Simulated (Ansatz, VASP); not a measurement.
**One calculation of Si, two programs**

```
CELL_PARAMETERS angstrom
2.82289 0.00000 0.00000
-1.41145 2.44470 0.00000
0.00000 0.00000 2.12544
ATOMIC_POSITIONS crystal
Si 0.00000 0.00000 0.00000
```

Alike in both runs: task single point; functional LDA; k mesh 24 × 24 × 22; occupations gaussian, width 0.15 eV; no spin polarisation.

```csv
,VASP,Ansatz
version,VASP 6.6.1,Ansatz 0.2.0
potentials or method,"VASP PAW LDA potentials, release 64 (Si)","scalar-relativistic, plane waves, PAW"
plane-wave cutoff (eV),520,420
valence electrons in the cell,4,4
```

```csv
,VASP,Ansatz,Ansatz less VASP
gap on the k mesh at the Fermi level (eV),none,none,-
pressure (GPa),15.0,14.8,-0.16
largest component of the traceless stress (GPa),55.47,55.56,+0.093
```

A gap of «none» marks a metal or a gap that the smearing closes.
